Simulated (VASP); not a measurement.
Level of theory: LDA (Ceperley-Alder, Perdew-Zunger), VASP's LDA PAW potentials (set 64) (plane waves; VASP).

VASP ran on this input.

### INCAR
```
LWAVE = F
NSW = 40   # most ionic steps
EDIFFG = -0.02
ALGO = Normal   # blocked Davidson
LASPH = T
SYSTEM = CoSi
SIGMA = 0.1   # width (eV)
LREAL = F
LCHARG = F
ENCUT = 500   # plane-wave cut-off (eV)
IBRION = 2
ISIF = 3
NELM = 100   # most electronic steps
LMAXMIX = 4   # l cut-off of mixed one-centre charges
EDIFF = 1E-6   # SCF stop (eV)
PREC = Accurate
ISMEAR = 1   # Methfessel-Paxton
```

File POSCAR:
```
CoSi
1
    4.3528804722     0.0000000000     0.0000000000
   -0.0000000000     4.3528804722     0.0000000000
    0.0000000000     0.0000000000     4.3528804722
Co Si
4 4
Direct
  0.8543471956   0.6456528044   0.3543471956
  0.3543471956   0.8543471956   0.6456528044
  0.1456528044   0.1456528044   0.1456528044
  0.6456528044   0.3543471956   0.8543471956
  0.1568774335   0.3431225665   0.6568774335
  0.6568774335   0.1568774335   0.3431225665
  0.8431225665   0.8431225665   0.8431225665
  0.3431225665   0.6568774335   0.1568774335
```

File KPOINTS:
```
Automatic
0
G
 7 7 7
```

POTCAR, in this order: Co Si (LDA.64 set). Program: vasp_std.

Output

### OSZICAR
```
       N       E                     dE             d eps       ncg     rms          rms(c)
DAV:   1     0.353732596649E+03    0.35373E+03   -0.22088E+04  1488   0.191E+03
DAV:   2    -0.346554141903E+02   -0.38839E+03   -0.37927E+03  1488   0.410E+02
DAV:   3    -0.667821823893E+02   -0.32127E+02   -0.31171E+02  1741   0.141E+02
DAV:   4    -0.683768828754E+02   -0.15947E+01   -0.15776E+01  1929   0.303E+01
DAV:   5    -0.684436120233E+02   -0.66729E-01   -0.66707E-01  2062   0.536E+00    0.291E+01
DAV:   6    -0.728596630754E+02   -0.44161E+01   -0.16323E+02  2143   0.152E+02    0.248E+01
DAV:   7    -0.626637820868E+02    0.10196E+02   -0.63429E+01  2078   0.108E+02    0.868E+00
DAV:   8    -0.627474124088E+02   -0.83630E-01   -0.38971E+00  1863   0.122E+01    0.306E+00
DAV:   9    -0.626477946031E+02    0.99618E-01   -0.36375E-01  2378   0.686E+00    0.120E+00
DAV:  10    -0.626427183989E+02    0.50762E-02   -0.17911E-02  1971   0.963E-01    0.490E-01
DAV:  11    -0.626403801196E+02    0.23383E-02   -0.72849E-03  2528   0.844E-01    0.881E-02
DAV:  12    -0.626403610426E+02    0.19077E-04   -0.33543E-04  2299   0.186E-01    0.472E-02
DAV:  13    -0.626403582849E+02    0.27577E-05   -0.81723E-05  2392   0.590E-02    0.202E-02
DAV:  14    -0.626403553187E+02    0.29662E-05   -0.20720E-05  2385   0.422E-02    0.596E-03
DAV:  15    -0.626403552129E+02    0.10584E-06   -0.52187E-07  1192   0.835E-03
   1 F= -.62640355E+02 E0= -.62640490E+02  d E =-.626404E+02
```

**OUTCAR**
```
------------------------ aborting loop because EDIFF is reached ----------------------------------------
  FORCE on cell =-STRESS in cart. coord.  units (eV):
  Direction    XX          YY          ZZ          XY          YZ          ZX
  --------------------------------------------------------------------------------------
  Total       -0.0076684     -0.0076684     -0.0076684      0.0000000      0.0000000      0.0000000
  in kB       -0.1489644     -0.1489644     -0.1489644      0.0000000      0.0000000      0.0000000
  external PRESSURE =      -0.1489644 kB  Pullay stress =       0.0000000 kB
  volume of cell :       82.48
      direct lattice vectors                 reciprocal lattice vectors
     4.352880472  0.000000000  0.000000000     0.229732933  0.000000000  0.000000000
     0.000000000  4.352880472  0.000000000     0.000000000  0.229732933  0.000000000
     0.000000000  0.000000000  4.352880472     0.000000000  0.000000000  0.229732933
 POSITION                                       TOTAL-FORCE (eV/Angst)
 -----------------------------------------------------------------------------------
      3.71887      2.81045      1.54243        -0.004867      0.004867     -0.004867
      1.54243      3.71887      2.81045        -0.004867     -0.004867      0.004867
      0.63401      0.63401      0.63401         0.004867      0.004867      0.004867
      2.81045      1.54243      3.71887         0.004867     -0.004867     -0.004867
      0.68287      1.49357      2.85931         0.002180     -0.002180      0.002180
      2.85931      0.68287      1.49357         0.002180      0.002180     -0.002180
      3.67001      3.67001      3.67001        -0.002180     -0.002180     -0.002180
      1.49357      2.85931      0.68287        -0.002180      0.002180      0.002180
 -----------------------------------------------------------------------------------
    total drift:                               -0.000000     -0.000000      0.000000
  FREE ENERGIE OF THE ION-ELECTRON SYSTEM (eV)
  ---------------------------------------------------
  free  energy   TOTEN  =       -62.6403552129 eV

  energy  without entropy=      -62.6407601220  energy(sigma->0) =      -62.64049018

 reached required accuracy - stopping structural energy minimisation
```
(Selected blocks of OUTCAR.)

### OUTCAR
```
 val. band max:       12.7750209529   @ k =   0.1429   0.1429   0.1429

 cond. band min:      12.8043818955   @ k =   0.0000   0.0000   0.0000


 Fermi energy:        12.7909229304

 k-point     1 :       0.0000    0.0000    0.0000
  band No.  band energies     occupation
      1      -1.2343      2.00000
      2       4.4245      2.00000
      3       4.4245      2.00000
      4       4.4245      2.00000
      5       7.1160      2.00000
      6       7.1160      2.00000
      7       7.1160      2.00000
      8       8.8237      2.00000
      9       8.8237      2.00000
     10       8.8237      2.00000
     11       9.4817      2.00000
     12       9.5413      2.00000
     13       9.5413      2.00000
     14       9.8616      2.00000
     15       9.8616      2.00000
     16       9.8616      2.00000
     17      10.3708      2.00000
     18      10.3708      2.00000
     19      10.3708      2.00000
     20      11.8266      2.00000
     21      11.8266      2.00000
     22      11.8266      2.00000
     23      11.9633      2.00000
     24      11.9633      2.00000
     25      12.8044      0.77447
     26      12.8044      0.77447
     27      12.8044      0.77447
     28      15.5551      0.00000
     29      15.5551      0.00000
     30      15.5551      0.00000
     31      15.8996      0.00000

 k-point     2 :       0.1429    0.0000    0.0000
  band No.  band energies     occupation
      1      -1.0762      2.00000
      2       3.4865      2.00000
      3       4.5207      2.00000
      4       5.0724      2.00000
      5       6.6265      2.00000
      6       7.2078      2.00000
      7       7.7664      2.00000
      8       8.1674      2.00000
      9       8.5094      2.00000
     10       9.3424      2.00000
     11       9.4618      2.00000
     12       9.5685      2.00000
     13       9.7688      2.00000
     14       9.8083      2.00000
     15       9.8709      2.00000
     16       9.8730      2.00000
     17      10.2763      2.00000
...
```

The compound is CoSi in the B20 structure. It was relaxed first, which changed the volume by -6 %. The run is not spin-polarised, so no magnetic state was tried.
